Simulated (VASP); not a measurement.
OSZICAR of a VASP run on GaSb (zinc blende):

**OSZICAR**
```
       N       E                     dE             d eps       ncg     rms          rms(c)
DAV:   1     0.729209796331E+02    0.72921E+02   -0.79514E+03   528   0.149E+03
DAV:   2    -0.327467504043E+01   -0.76196E+02   -0.73494E+02   570   0.284E+02
DAV:   3    -0.868297972736E+01   -0.54083E+01   -0.53416E+01   665   0.697E+01
DAV:   4    -0.878568217432E+01   -0.10270E+00   -0.10265E+00   583   0.107E+01
DAV:   5    -0.878859339415E+01   -0.29112E-02   -0.29112E-02   699   0.161E+00    0.346E+00
DAV:   6    -0.869570883461E+01    0.92885E-01   -0.86469E-02   696   0.525E+00    0.202E+00
DAV:   7    -0.865786542832E+01    0.37843E-01   -0.66562E-02   590   0.219E+00    0.304E-01
DAV:   8    -0.865756546166E+01    0.29997E-03   -0.50967E-03   630   0.104E+00    0.968E-02
DAV:   9    -0.865764106504E+01   -0.75603E-04   -0.38818E-04   619   0.189E-01    0.359E-02
DAV:  10    -0.865763650015E+01    0.45649E-05   -0.19109E-05   621   0.388E-02    0.113E-02
DAV:  11    -0.865764000331E+01   -0.35032E-05   -0.40748E-06   593   0.213E-02    0.451E-03
DAV:  12    -0.865763998587E+01    0.17440E-07   -0.17943E-07   568   0.397E-03    0.103E-03
DAV:  13    -0.865763999785E+01   -0.11977E-07   -0.22711E-08   583   0.207E-03    0.563E-04
DAV:  14    -0.865763999782E+01    0.25466E-10   -0.10044E-09   285   0.322E-04
   1 F= -.86576400E+01 E0= -.86576014E+01  d E =-.865764E+01
```

### Question
Which electronic solver shows in the log?

### Answer
It is blocked Davidson (ALGO = Normal, or the opening steps of other solvers). The INCAR had ALGO = Normal.

### Question
Can the final energy be trusted as converged?

### Answer
Self-consistency was reached. It stopped with EDIFF = 1E-8, NELM = 100, NSW = 30 and EDIFFG = -0.001 after 1 ionic step (LDA (Ceperley-Alder, Perdew-Zunger), plane waves, VASP's LDA PAW potentials (set 64)).

The compound is GaSb in the zinc blende structure. It was relaxed first. The start is the result of an earlier pass.
